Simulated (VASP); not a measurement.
These are PBEsol GGA, VASP's PBE PAW potentials (set 64) (plane waves; VASP) values and carry that method's errors.

VASP input:

**KPOINTS**
```
Automatic mesh
0
Gamma
5 5 5
0 0 0
```

INCAR:
```
SYSTEM = PbS
PREC = Accurate
ENCUT = 300
EDIFF = 1E-6
NELM = 100
ALGO = Normal
LREAL = .FALSE.
LASPH = .TRUE.
ISMEAR = -1
SIGMA = 0.05
GGA = PS
LMAXMIX = 4
LWAVE = .FALSE.
LCHARG = .FALSE.
ISIF = 2
```

File POSCAR:
```
PbS
1
    0.0000000000     2.9700000000     2.9700000000
    2.9700000000     0.0000000000     2.9700000000
    2.9700000000     2.9700000000     0.0000000000
Pb S
1 1
Direct
  0.0069980000   0.0057950000  -0.0090400000
  0.4930020000   0.4942050000   0.5090400000
```

POTCAR, in this order: Pb_d S (PBE.64 set). Program: vasp_std.

At this cut-off the stress carries a Pulay error, which pulls relaxed volumes low.

Question: Predict the energy per atom (σ→0), pressure.

Answer: 
```
Item                            Value
---------------------  --------------
energy per atom (σ→0)  -4.733 eV/atom
pressure                    -1.72 GPa
```

**OSZICAR**
```
...
DAV:   6    -0.947009803712E+01    0.39762E+00   -0.12348E+00  2620   0.875E+00    0.311E+00
DAV:   7    -0.946672364541E+01    0.33744E-02   -0.11450E-01  1914   0.195E+00    0.165E+00
DAV:   8    -0.946623047609E+01    0.49317E-03   -0.11195E-02  1974   0.125E+00    0.126E-01
DAV:   9    -0.946603466838E+01    0.19581E-03   -0.20186E-03  2740   0.395E-01    0.765E-02
DAV:  10    -0.946610249734E+01   -0.67829E-04   -0.17713E-04  1854   0.866E-02    0.250E-02
DAV:  11    -0.946610382757E+01   -0.13302E-05   -0.15725E-05  2256   0.471E-02    0.918E-03
DAV:  12    -0.946610387290E+01   -0.45330E-07   -0.11712E-06  1332   0.162E-02
   1 F= -.94661039E+01 E0= -.94661036E+01  d E =-.589674E-06
```

The structure is a typed PbS crystal. The cell was not relaxed at this level, atoms are displaced from their ideal sites.
